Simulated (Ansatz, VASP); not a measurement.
# Ga2O3 (glassy Ga2O3) in two plane-wave programs

Aim: how closely do two programs agree when they are given the same cell, functional and k mesh? The cell is taken from a series of runs on this material, whose earlier steps may have relaxed, scaled, displaced or heated it; both programs get it as it stands.

Program: Ansatz 0.2.0. Level of theory: plane waves, with VASP 6.6.1 beside it; single point at PBE. Results are calculated unless marked as measured.

### 1. Starting point

The cell holds 115 atoms: 46 Ga and 69 O. Its edges and angles: a = 11.054 Å, b = 11.054 Å, c = 11.054 Å, α = 90.0°, β = 90.0°, γ = 90.0°. As first built, before any earlier steps moved the atoms (in the runner's words): 115 atoms (46 Fe, 69 O) placed at random at 4.52 g/cm^3, melted at 4500 K for 20 ps at fixed volume with the Morse and Coulomb pair potential with partial charges (Pedone, Malavasi, Menziani, Cormack and Segre, J. Phys. Chem. B 110, 11780 (2006)). Quenched from 4500 K to 300 K at 100 K/ps and fixed volume, held 5 ps. Then Fe was replaced by Ga (the potential has no terms for the new elements, so the cell is a start for a DFT relaxation).

### 2. VASP: single point, PBE, pair 1

With cell and atoms fixed, the geometry can't cause a difference; cores, projectors, grids and the points listed under the comparison can.

Lines of VASP's logs that name or quote its potential files are left out, and so is its time.

INCAR reads:

```
SYSTEM = Ga2O3
PREC = Accurate
ENCUT = 520
EDIFF = 1E-06
NELM = 120
ISMEAR = 0
SIGMA = 0.01
LREAL = Auto
ALGO = Normal
GGA = PE
NBANDS = 592
LORBIT = 11
LWAVE = .FALSE.
LCHARG = .FALSE.
ISIF = 2
LASPH = .TRUE.
GGA_COMPAT = .FALSE.
EFERMI = MIDGAP
NCORE = 4
```

POSCAR reads:

```
Ga2O3
1.0
   11.0541000000      0.0000000000      0.0000000000
    0.0000000000     11.0541000000      0.0000000000
    0.0000000000      0.0000000000     11.0541000000
Ga O
46 69
Direct
    0.4209600000      0.6968300000      0.6061000000
    0.4636000000      0.2613600000      0.0835200000
    0.0520100000      0.4692200000      0.8213600000
    0.6929000000      0.9718800000      0.3071400000
    0.1828900000      0.7461900000      0.8348800000
    0.5130500000      0.9463700000      0.5318900000
    0.5159400000      0.5979000000      0.0152300000
    0.3694300000      0.4826400000      0.7575300000
    0.7452700000      0.7574900000      0.5284800000
    0.4428300000      0.8218500000      0.8928400000
    0.8067600000      0.4753600000      0.0071300000
    0.0459600000      0.1998000000      0.6116700000
    0.2375100000      0.2414200000      0.8482000000
    0.0172200000      0.6686800000      0.0608800000
    0.7455000000      0.8001800000      0.0327900000
    0.2948200000      0.7388000000      0.1307200000
    0.0403800000      0.9403000000      0.1867600000
    0.6993700000      0.4145500000      0.2237000000
    0.6475600000      0.5126300000      0.7287600000
    0.0057200000      0.2469200000      0.0569100000
    0.2753800000      0.9761100000      0.6695200000
    0.9999600000      0.4532600000      0.2717100000
    0.8865600000      0.1903700000      0.3283500000
    0.5576300000      0.4902800000      0.4779400000
    0.2209600000      0.4930200000      0.4660400000
    0.9745500000      0.9420500000      0.5219200000
    0.9594800000      0.9957900000      0.8416900000
    0.8279200000      0.2598100000      0.7930100000
    0.1843300000      0.2196200000      0.3185200000
    0.3836900000      0.2455900000      0.5914400000
[... 79 atom lines left out ...]
    0.8824300000      0.5502200000      0.1771200000
    0.0512600000      0.8903700000      0.3578100000
    0.6891200000      0.9730300000      0.1125400000
    0.1451900000      0.8268000000      0.0849500000
    0.9883600000      0.5765100000      0.6959300000
    0.9336000000      0.0576700000      0.6729800000
```

KPOINTS reads:

```
Automatic mesh
0
Gamma
1 1 1
0 0 0
```

Potentials, in the order of the species: Ga_d and O (PBE family, release 64).

The run is started by

```bash
mpirun -np 16 vasp_gam
```

Numbers of over 12 decimals in the logs are rounded to 6 here.

The log of the run:

```text
[banner, memory and clock lines left out]
running   16 mpi-ranks, on    1 nodes
[...]
LDA part: xc-table for (Slater+PW92), standard interpolation
 POSCAR, INCAR and KPOINTS ok, starting setup
[...]
entering main loop
       N       E                     dE             d eps       ncg     rms          rms(c)
DAV:   1     0.289472561602E+05    0.28947E+05   -0.35365E+05  1200   0.353E+03
DAV:   2     0.703152696651E+04   -0.21916E+05   -0.20810E+05  1184   0.104E+03
DAV:   3     0.344621339071E+03   -0.66869E+04   -0.62773E+04  1504   0.385E+02
DAV:   4    -0.672388353268E+03   -0.10170E+04   -0.98985E+03  1408   0.155E+02
[...]
DAV:  19    -0.657290010754E+03    0.49804E-06   -0.22385E-05  1424   0.381E-02    0.321E-03
DAV:  20    -0.657290012098E+03   -0.13438E-05   -0.23327E-05  1328   0.114E-02    0.295E-03
DAV:  21    -0.657290012081E+03    0.16138E-07   -0.34422E-06   928   0.873E-03
   1 F= -.65729001E+03 E0= -.65729001E+03  d E =0.000000E+00
```

From OUTCAR (step 2):

```text
  Total      -99.4471250    -96.2409485    -99.9524853     15.1060735     -0.8770235      8.6834381
  in kB     -117.9594252   -114.1564118   -118.5588593     17.9181022     -1.0402834     10.2998791
  external PRESSURE =    -116.8915655 kB  Pullay stress =       0.0000000 kB

 POSITION                                       TOTAL-FORCE (eV/Angst)
 -----------------------------------------------------------------------------------
      4.65333      7.70283      6.69989         0.411323      1.965275      0.103750
[...]
1.42598      6.11037      1.93624         0.104605      0.034951     -1.137733
      4.74740      6.96121      2.02312         0.259761      0.245808     -0.560206
      3.16998      7.26674      7.85670        -0.289055     -0.688652      0.496756
     10.24925      0.88477      1.90064         0.356384      0.949350      0.044592
      2.29870      1.66718      7.72615        -0.112546     -0.140326     -0.141318
      6.63777      2.07497     11.02182        -0.754539     -0.018653     -0.311086
      5.57923      5.74592      9.51703         0.622544     -0.466742     -0.685891
      5.53479      8.75562      8.03887         0.292378      0.521846      0.514040
      1.10353      0.42271     10.39041        -2.071537      0.501467     -0.568641
      1.85090      2.97256      0.16017         0.652459      0.141027     -0.415105
      9.67709      1.77275     10.25356         0.316956     -0.716641      0.598980
      7.38502      8.13151      2.02003         0.538113     -0.140031     -0.540400
[...]
-----------------------------------------------------------------------------------
    total drift:                                0.008045      0.010307      0.005258

  FREE ENERGIE OF THE ION-ELECTRON SYSTEM (eV)
  ---------------------------------------------------
  free  energy   TOTEN  =      -657.2900120814 eV

  energy  without entropy=     -657.2900120814  energy(sigma->0) =     -657.29001208

[... 3 further parts left out ...]
[key lines of the parts left out:]
E-fermi :   3.5101
```

The run ends at a pressure of -11.69 GPa, with forces up to 2.3 eV/Å.

### 3. Ansatz: single point, PBE, pair 1

Ansatz runs on its default PAW (the set named soft_2) files.

The same cell, functional and mesh now go to Ansatz, which takes its cutoff from its data sets.

input.yaml reads:

```yaml
crystal:
  lattice:
    - [11.0541, 0.0, 0.0]
    - [0.0, 11.0541, 0.0]
    - [0.0, 0.0, 11.0541]
  atoms:
    - { symbol: Ga, position: [0.42096, 0.69683, 0.6061] }
    - { symbol: Ga, position: [0.4636, 0.26136, 0.08352] }
    - { symbol: Ga, position: [0.05201, 0.46922, 0.82136] }
    - { symbol: Ga, position: [0.6929, 0.97188, 0.30714] }
    - { symbol: Ga, position: [0.18289, 0.74619, 0.83488] }
    - { symbol: Ga, position: [0.51305, 0.94637, 0.53189] }
    - { symbol: Ga, position: [0.51594, 0.5979, 0.01523] }
    - { symbol: Ga, position: [0.36943, 0.48264, 0.75753] }
    - { symbol: Ga, position: [0.74527, 0.75749, 0.52848] }
    - { symbol: Ga, position: [0.44283, 0.82185, 0.89284] }
    - { symbol: Ga, position: [0.80676, 0.47536, 0.00713] }
    - { symbol: Ga, position: [0.04596, 0.1998, 0.61167] }
    - { symbol: Ga, position: [0.23751, 0.24142, 0.8482] }
    - { symbol: Ga, position: [0.01722, 0.66868, 0.06088] }
    - { symbol: Ga, position: [0.7455, 0.80018, 0.03279] }
    - { symbol: Ga, position: [0.29482, 0.7388, 0.13072] }
    - { symbol: Ga, position: [0.04038, 0.9403, 0.18676] }
    - { symbol: Ga, position: [0.69937, 0.41455, 0.2237] }
    - { symbol: Ga, position: [0.64756, 0.51263, 0.72876] }
    - { symbol: Ga, position: [0.00572, 0.24692, 0.05691] }
    - { symbol: Ga, position: [0.27538, 0.97611, 0.66952] }
    - { symbol: Ga, position: [0.99996, 0.45326, 0.27171] }
    - { symbol: Ga, position: [0.88656, 0.19037, 0.32835] }
    - { symbol: Ga, position: [0.55763, 0.49028, 0.47794] }
    - { symbol: Ga, position: [0.22096, 0.49302, 0.46604] }
    - { symbol: Ga, position: [0.97455, 0.94205, 0.52192] }
    - { symbol: Ga, position: [0.95948, 0.99579, 0.84169] }
    - { symbol: Ga, position: [0.82792, 0.25981, 0.79301] }
    - { symbol: Ga, position: [0.18433, 0.21962, 0.31852] }
    - { symbol: Ga, position: [0.38369, 0.24559, 0.59144] }
[... 79 atom lines left out ...]
    - { symbol: O, position: [0.88243, 0.55022, 0.17712] }
    - { symbol: O, position: [0.05126, 0.89037, 0.35781] }
    - { symbol: O, position: [0.68912, 0.97303, 0.11254] }
    - { symbol: O, position: [0.14519, 0.8268, 0.08495] }
    - { symbol: O, position: [0.98836, 0.57651, 0.69593] }
    - { symbol: O, position: [0.9336, 0.05767, 0.67298] }
kpoints:
  mp_grid: { grid: [1, 1, 1] }
hamiltonian:
  xc: pbe
scf:
  occupations: { method: fixed }
output:
  forces: true
```

The run is started by

```bash
ansatz run input.yaml --threads 4 --pin off --max-ram 8192MiB --backend cpu --events-out ev --progress --plain --runs-dir out
```

The log of the run:

```text
Engine: ansatz 0.2.0, x86_64-unknown-linux-gnu
Pseudopotentials: kind: paw
Pseudopotential: Ga, paw, valence charge 13, recommended cutoff 420 eV (normal), Ga.paw.azcp
Pseudopotential: O, paw, valence charge 6, recommended cutoff 420 eV (normal), O.paw.azcp
Functional definition: PBE
  parameter kappa = 0.804
  parameter beta = 0.066725
  exchange = pbe_x(kappa = kappa, mu = beta*pi^2/3)
  correlation = pbe_c(beta = beta)
Crystal: 115 atoms, lattice volume = 1350.735 Å³
Basis set: ecut = 420 eV, 26529 PW (Γ), exchange–correlation on 150×150×150 points (8 copies of the dense FFT grid, shifted against one another)
Bands: 621, of which v1, the nominal top of the filled ones, is band 506 counted from 1 (505 counted from 0)
Symmetry: 1 space group operations
Space group: P1 (ITA 1), of the structure as read, at distance tolerance 1.1e-4 Å
k-points: 1
Non-local potential: Ga, projectors of the file, l = 0: 2, l = 1: 2, l = 2: 3, l = 3: 1
Non-local potential: O, projectors of the file, l = 0: 2, l = 1: 2, l = 2: 1
PAW form: soft (Blöchl's): semilocal exchange-correlation on the pseudo side does not see the compensation charge
PAW one-centre angular grid: Ga, 590 points (default); XC on 64 Gauss nodes
PAW one-centre angular grid: O, 110 points (default); XC on 64 Gauss nodes
Initial density: superposition of atomic densities (neutral atoms: chi_scale 0, normalization atom), corrected by the library's trained network
Initial wavefunctions: pseudopotential atomic-orbital guess
Functional: x = pbe(κ = 0.804, μ = 0.219515), c = pbe(β = 0.066725)
SCF iter   1: F=—  HF=-213181.617872 eV  |F-HF|=—  |Δ(HF+E_count)|=         —  Δρ=2.71e-3  dr2=1.02e-1  ethr=1.77e-3  ⟨swp⟩=5.0  Hψ=1695  notcnv=0  defer=112
preconditioner: auto → Resta (q_TF=auto, 2.600 Å⁻¹)  ε∞=4.8  [insulator: Δε(μ)=0.602 eV  Ē_g=16.477 eV  n_scr=388 (ndim 8)  ℏωp=32.1 eV  f_vac=0.051  ε∞_Penn≈4.8]
SCF iter   2: F=—  HF=-213181.612275 eV  |F-HF|=—  |Δ(HF+E_count)|=   5.60e-3  Δρ=1.54e-3  dr2=2.22e-2  ethr=1.00e-5  ⟨swp⟩=2.0  Hψ=1183  notcnv=0  defer=113
SCF iter   3: F=—  HF=-213181.613401 eV  |F-HF|=—  |Δ(HF+E_count)|=   1.13e-3  Δρ=7.15e-4  dr2=8.34e-3  ethr=2.20e-6  ⟨swp⟩=2.0  Hψ=978  notcnv=0  defer=113
SCF iter   4: F=—  HF=-213181.614033 eV  |F-HF|=—  |Δ(HF+E_count)|=   6.32e-4  Δρ=3.01e-4  dr2=1.24e-3  ethr=8.24e-7  ⟨swp⟩=2.0  Hψ=964  notcnv=0  defer=113
SCF iter   5: F=—  HF=-213181.613939 eV  |F-HF|=—  |Δ(HF+E_count)|=   9.37e-5  Δρ=1.34e-4  dr2=2.36e-4  ethr=1.23e-7  ⟨swp⟩=2.0  Hψ=971  notcnv=0  defer=108
SCF iter   6: F=—  HF=-213181.613990 eV  |F-HF|=—  |Δ(HF+E_count)|=   5.13e-5  Δρ=7.04e-5  dr2=6.64e-5  ethr=2.33e-8  ⟨swp⟩=2.0  Hψ=952  notcnv=0  defer=108
SCF iter   7: F=—  HF=-213181.611740 eV  |F-HF|=—  |Δ(HF+E_count)|=   2.25e-3  Δρ=1.91e-5  dr2=5.91e-6  ethr=6.57e-9  ⟨swp⟩=2.0  Hψ=976  notcnv=0  defer=108
SCF iter   8: F=—  HF=-213181.611745 eV  |F-HF|=—  |Δ(HF+E_count)|=   5.08e-6  Δρ=1.27e-5  dr2=2.20e-6  ethr=5.84e-10  ⟨swp⟩=2.0  Hψ=977  notcnv=0  defer=108
SCF iter   9: F=—  HF=-213181.611745 eV  |F-HF|=—  |Δ(HF+E_count)|=   4.63e-7  Δρ=4.88e-6  dr2=3.59e-7  ethr=2.18e-10  ⟨swp⟩=2.0  Hψ=976  notcnv=0  defer=108
SCF iter  10: F=-213181.611746 eV  HF=-213181.611746 eV  |F-HF|=1.91e-8  |Δ(HF+E_count)|=   1.61e-7  Δρ=2.05e-6  dr2=6.20e-8  ethr=9.88e-12  ⟨swp⟩=4.0  Hψ=1809  notcnv=0
SCF 1 converged in 10 iterations: F = -213181.611746 eV  dr2 = 6.20e-8
  greatest PAW one-centre occupation: 0.998 electrons in one spin orbital (limit 2), on the Ga atom at site 9 (counted from 0), in its partial waves of l = 2
SCF converged after 10 iterations
Free energy (F): -213181.611746 eV
Harris-Foulkes:  -213181.611746 eV  (|F-HF|=1.91e-8)
Internal energy: -213181.611746 eV  (E = F + TS)
E sigma→0 (E₀):  -213181.611746 eV
Fermi energy:    7.077131 eV
--- Per-component energies (eV) ---
  E_band       = -2559.453495
  E_kinetic    = 17247.168015
  E_local      = -111037.223279  (includes V_loc(G=0)·N_el)
  E_nonlocal   = 23206.006976
  E_hartree    = 49562.852131
  E_xc         = -8115.608329
  E_vxc        = -8982.204734  (∫ρ·V_xc dr)
  E_paw        = -102818.955796  (= ΣΔE_a)
  E_vpaw       = -22119.070007  (= ΣTr[D̂ρ^β])
  E_aug_tail   = 0.161573  (compensation charges beyond the density's cutoff)
  E_ewald      = -81226.013038
  E_smearing   = -0.000000  (= −TS)
  E_closure    = 0.000000  (closes the sum)
  Σ components = -213181.611746   (vs F -213181.611746, Δ=0.00e0)
--- Forces (eV/Å), atoms counted from 1 ---
  atom   1  Ga     0.42007742     1.96652343     0.14719953
  atom   2  Ga    -0.47420282    -0.42810322     0.20556889
  atom   3  Ga    -0.58403719    -0.83178235    -0.07600307
  atom   4  Ga    -0.81329479     1.47618246    -0.49972952
  atom   5  Ga     1.05635219    -0.55127247    -0.40308631
  atom   6  Ga     0.73654095     0.43745795    -0.03708504
  atom   7  Ga     0.30333370    -0.02286114    -0.37702963
  atom   8  Ga    -0.52031377     0.28825685    -0.56849181
  atom   9  Ga    -0.09783512    -0.01401766    -0.24258914
  atom  10  Ga    -0.17693779     0.18024300    -0.80521867
  atom  11  Ga     0.66848398     0.37681733    -1.03690880
  atom  12  Ga    -0.31906625     0.39291321     1.21837211
  atom  13  Ga     0.09705749    -0.82540905     0.21667393
  atom  14  Ga    -1.06078578     0.10503059     0.91552365
  atom  15  Ga     0.15149290     0.02212438     0.07261238
  atom  16  Ga    -0.18814514     1.02217917    -0.39429546
  atom  17  Ga     0.61613027    -0.34030916     0.85774874
  atom  18  Ga    -0.03957002     1.00130753     0.60620946
  atom  19  Ga     0.72224242     0.44212230     1.19322247
  atom  20  Ga    -0.53502311     0.38233968    -0.36659886
  atom  21  Ga     0.18298745     1.16355352     0.37949510
  atom  22  Ga    -0.29907074     1.17650910    -0.27275644
  atom  23  Ga     0.04040458    -0.71922882    -0.28005270
  atom  24  Ga    -0.10154328    -0.90807545    -0.55701199
[...]
atom 108  O     -0.83586908     0.17334120    -0.46029892
  atom 109  O     -0.51276261    -0.16932886    -0.21760891
  atom 110  O      0.11720286     0.22563005     0.85659618
  atom 111  O      0.35485180    -0.05153046     0.51108022
  atom 112  O      0.84861267    -0.37832506    -0.75295515
  atom 113  O      0.05028942    -0.55281779    -0.16067432
  atom 114  O     -0.18051439     0.46870516     0.30025893
  atom 115  O      0.60287430    -0.45027346     0.34440935
  max |Σ_I F_I| component: 3.74e-5 eV/Å
```

In the SCF lines HF is the Harris–Foulkes energy and dr2 the Hartree energy of the density residual, in eV; the loop may stop once dr2 is under the threshold and the program's other checks hold. Hψ counts applications of the Hamiltonian.

### 4. Comparison

Known differences besides the potentials themselves: fixed occupations in Ansatz, narrow Gaussian smearing in VASP; the cutoff is 420 eV in Ansatz and 520 eV in VASP (PREC = Accurate, projectors in real space). Total energies have different zeros and are not compared.

The two programs side by side:

| quantity | Ansatz | VASP | difference |
| --- | --- | --- | --- |
| gap on the k mesh (eV) | 0.575 | 0.553 | +0.022 |

Forces on 10 of the 115 atoms, those with the largest forces and the largest differences (eV/Å; atoms numbered as in POSCAR):

| atom | Ansatz x, y, z | VASP x, y, z |
| --- | --- | --- |
| Ga1 | 0.420, 1.967, 0.147 | 0.411, 1.965, 0.104 |
| Ga4 | -0.813, 1.476, -0.500 | -0.770, 1.469, -0.484 |
| Ga20 | -0.535, 0.382, -0.367 | -0.557, 0.321, -0.370 |
| Ga25 | 1.362, -1.004, -0.391 | 1.354, -0.994, -0.383 |
| Ga29 | 1.274, -0.921, 0.660 | 1.299, -0.952, 0.632 |
| Ga30 | -0.102, 0.195, -1.226 | -0.124, 0.144, -1.249 |
| Ga32 | -2.270, -0.068, 0.319 | -2.240, -0.048, 0.332 |
| Ga39 | 1.171, 0.316, 0.941 | 1.137, 0.317, 0.963 |
| O62 | -0.067, -0.351, -0.032 | -0.069, -0.293, -0.004 |
| O72 | -2.072, 0.481, -0.586 | -2.072, 0.501, -0.569 |

The forces differ by 18 meV/Å r.m.s., which is 3.0 % of the r.m.s. force of 0.601 eV/Å (both taken over all components). A gap on the mesh is an upper bound, since the band edges may lie between its points.

(Continued in part 2 of 2.)

[Lines on the potential files, build, host, timing and source positions are cut from VASP's logs without a mark.]

[Logs are printed without paths, hosts, clocks, repeated set-up lines and the standing remarks that a program may print on its own settings, such as how far it seeks lower states.]

[Hosts, paths, dates, database ids (printed as entryN), source tags and the programs' standing remarks are cut or masked in the printed files.]
